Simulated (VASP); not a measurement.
Calculation: PBE GGA with D4 dispersion, VASP's PBE PAW potentials (set 64) (plane waves; VASP).

The input files of a VASP run:

POSCAR:
```
Gd
1.0
  1.8150000000  -3.1436720000   0.0000000000
  1.8150000000   3.1436720000   0.0000000000
  0.0000000000   0.0000000000   5.7800000000
Gd
2
Direct
  0.3333330000   0.6666670000   0.2500000000
  0.6666670000   0.3333330000   0.7500000000
```

### KPOINTS
```
Automatic mesh
0
gamma
 10 10 6
0 0 0
```

### INCAR
```
# general
SYSTEM   =  Gd
PREC     =  Accurate
ENCUT    =  520
LREAL    =  .FALSE.
LASPH    =  .TRUE.

# electronic loop
EDIFF    =  1E-6
NELM     =  100
ALGO     =  Normal
LMAXMIX  =  6

# smearing
ISMEAR   =  1
SIGMA    =  0.1

# functional
GGA      =  PE
IVDW     =  13

# ions
IBRION   =  2
NSW      =  60
ISIF     =  3
EDIFFG   =  -0.01

# output
LWAVE    =  .FALSE.
LCHARG   =  .FALSE.
```

POTCAR, in this order: Gd_3 (PBE.64 set). Program: vasp_std.

**Question.** What will the output report for the number of irreducible k-points (NKPTS), largest plane-wave count, number of space-group operations, FFT grid (NGX, NGY, NGZ)?

**Answer.** 
| Item | Result |
|---|---|
| number of irreducible k-points (NKPTS) | 56 |
| largest plane-wave count | 1798 |
| number of space-group operations | 24 |
| FFT grid (NGX, NGY, NGZ) | 28 × 28 × 48 |

The compound is Gd in the hcp structure. This run relaxes it. Symmetry was kept, so distortions that lower it aren't found. The 4f electrons are frozen in the core of the lanthanide potential, so 4f levels, which can set the real gap, and their magnetism are missing.
